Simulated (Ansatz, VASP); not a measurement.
## Two plane-wave programs on LaBe

```
La Be
1.0
     0.00000    2.74262    2.74262
     2.74262    0.00000    2.74262
     2.74262    2.74262    0.00000
La Be
1 1
Direct
  0.50000 0.50000 0.50000
  0.00000 0.00000 0.00000
```

Alike in both runs: task relaxation of cell and atoms; functional PBE; k mesh 6 × 6 × 6; occupations gaussian, width 0.1 eV; no spin polarisation.

|  | VASP | Ansatz |
| --- | --- | --- |
| version | VASP 6.6.1 | Ansatz 0.2.0 |
| potentials or method | VASP PAW PBE potentials, release 64 (La, Be) | scalar-relativistic, plane waves, PAW |
| plane-wave cutoff (eV) | 600 | 420 |
| valence electrons in the cell | 13 | 13 |

VASP gave:

```
gap on the k mesh at the Fermi level, each at its own relaxed structure (eV) : none
relaxed volume (Å³/atom)                                                     : 28.18
relaxed cell length with the largest relative difference (Å)                 : 4.304
energy change over the relaxation (meV/atom)                                 : -259
```

**Question.** Which values does Ansatz return?

**Answer.** gap on the k mesh at the Fermi level, each at its own relaxed structure (eV): none; relaxed volume (Å³/atom): 27.73; relaxed cell length with the largest relative difference (Å): 4.281; energy change over the relaxation (meV/atom): -255.

A gap of «none» marks a metal or a gap that the smearing closes.

Caveats: the volume moved by over 15 % at a fixed basis, so the end points are rough. The runs have no spin-orbit coupling, so splittings on La are missing.
